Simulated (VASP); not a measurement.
```xyz
2
Lattice="0.0000 2.1200 2.1200 2.1200 0.0000 2.1200 2.1200 2.1200 0.0000" Properties=species:S:1:pos:R:3 pbc="T T T"
Ti     0.0000     0.0000     0.0000
N      2.1200     2.1200     2.1200
```

Computed with LDA (Ceperley-Alder, Perdew-Zunger), VASP's LDA PAW potentials (set 64) (plane waves; VASP). Run with 520 eV cut-off, 13×13×13 Γ-centred mesh, first-order Methfessel-Paxton smearing of 0.10 eV, potentials Ti_sv N.

Energy and stress use the plane-wave basis of the starting cell.

### Question
The ions, cell shape and volume are relaxed. Give the cell that the relaxation ends in.

### Answer

```xyz
2
Lattice="0.0000 2.0881 2.0881 2.0881 0.0000 2.0881 2.0881 2.0881 0.0000" Properties=species:S:1:pos:R:3 pbc="T T T"
Ti     2.0881     2.0881     4.1762
N      2.0881     2.0881     2.0881
```
Space group Fm-3m (225), at a tolerance of 0.03 Å.

### Question
How do energy and volume change from the first to the last step?

### Answer
The energy (σ→0) changes by -18.1 meV/atom and the volume by -4.4 %, in 4 ionic steps.

| step | E(σ→0) (eV) | max force (eV/Å) | pressure (GPa) | volume (Å³) |
|---|---|---|---|---|
| 1 | -21.6383 | 0.000 | -13.21 | 19.06 |
| 2 | -21.5801 | 0.000 | 25.92 | 16.97 |
| 3 | -21.6744 | 0.000 | -0.24 | 18.23 |
| 4 | -21.6745 | 0.000 | -0.03 | 18.21 |

The compound is TiN in the rock salt structure. This run relaxes it. Symmetry was kept, so distortions that lower it aren't found. The electron count is odd and the run is not spin-polarised, which forces a metal.
